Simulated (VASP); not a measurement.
```
CELL_PARAMETERS angstrom
      5.13572     0.00000     0.00000
      0.00000     5.13572     0.00000
      0.00000     0.00000    19.53065
ATOMIC_POSITIONS crystal
  Cu 0.25000 0.25000 0.36055
  Cu 0.75000 0.25000 0.36055
  Cu 0.25000 0.75000 0.36055
  Cu 0.75000 0.75000 0.36055
  Cu 0.00000 0.00000 0.45352
  Cu 0.50000 0.00000 0.45352
  Cu 0.00000 0.50000 0.45352
  Cu 0.50000 0.50000 0.45352
  Cu 0.25000 0.25000 0.54648
  Cu 0.75000 0.25000 0.54648
  Cu 0.25000 0.75000 0.54648
  Cu 0.75000 0.75000 0.54648
  Cu 0.00000 0.00000 0.63945
  Cu 0.50000 0.00000 0.63945
  Cu 0.00000 0.50000 0.63945
  Cu 0.50000 0.50000 0.63945
  Si 0.25000 0.25000 0.71455
```

Level of theory: PBE GGA, VASP's PBE PAW potentials (set 64) (plane waves; VASP). Numerical set-up: PREC = Normal, EDIFF = 1E-5, 400 eV cut-off, 5×5×1 Γ-centred mesh, first-order Methfessel-Paxton smearing of 0.10 eV, potentials Cu Si.

Problem. The ions are relaxed. Which structure does the run end with?

Solution. 
```
CELL_PARAMETERS angstrom
      5.13572     0.00000     0.00000
      0.00000     5.13572     0.00000
      0.00000     0.00000    19.53065
ATOMIC_POSITIONS crystal
  Cu 0.25000 0.25000 0.36254
  Cu 0.75000 0.25000 0.36300
  Cu 0.25000 0.75000 0.36300
  Cu 0.75000 0.75000 0.36228
  Cu 0.00084 0.00084 0.45309
  Cu 0.49916 0.00084 0.45309
  Cu 0.00084 0.49916 0.45309
  Cu 0.49916 0.49916 0.45309
  Cu 0.25000 0.25000 0.54716
  Cu 0.75000 0.25000 0.54684
  Cu 0.25000 0.75000 0.54684
  Cu 0.75000 0.75000 0.54548
  Cu 0.99223 0.99223 0.63923
  Cu 0.50777 0.99223 0.63923
  Cu 0.99223 0.50777 0.63923
  Cu 0.50777 0.50777 0.63923
  Si 0.25000 0.25000 0.70813
```

Problem. How much energy does the relaxation gain?

Solution. The energy (σ→0) changes by -4.3 meV/atom, in 10 ionic steps.

The cell is a thin slab with vacuum, built from Cu (fcc): (100) face, Si adsorbed.
